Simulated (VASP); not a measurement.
InSb (zinc blende): the band gap from VASP (plane waves, PAW) at several levels of theory. Gaps are without spin-orbit coupling. Each level names its cell: its own relaxed one, PBE's, or the starting one. A gap is the smallest over the k-mesh and a band path; hybrids may have named points in place of the path, and GW has the mesh alone.  mBJ is a potential without an energy functional, so only the levels count.

| level | band gap (eV) |
|---|---|
| LDA (own cell) | 0 (metallic) |
| PBE (own cell) | 0 (metallic) |
| PBEsol (own cell) | 0 (metallic) |
| SCAN (own cell) | 0 (metallic) |
| r2SCAN (own cell) | 0.02 |
| mBJ (TB09) (PBE cell) | 0.10 |
| HSE06 (PBE cell) | 0.06 |
| HSEsol (PBE cell) | 0 (metallic) |

The cell of the LDA (own cell) run:

```yaml
crystal:
  lattice:
    - [0.00000, 3.22621, 3.22621]
    - [3.22621, 0.00000, 3.22621]
    - [3.22621, 3.22621, 0.00000]
  atoms:
    - { symbol: In, position: [0.00000, 0.00000, 0.00000] }
    - { symbol: Sb, position: [0.25000, 0.25000, 0.25000] }
```

Only levels that ran to the end are used. Left out are those held back, those with too coarse a band path, GW runs whose mesh misses a band edge, hybrids' fits of cells that aren't cubic and levels without matching references; a question may draw on a part of the rest.

The compound is InSb in the zinc blende structure.
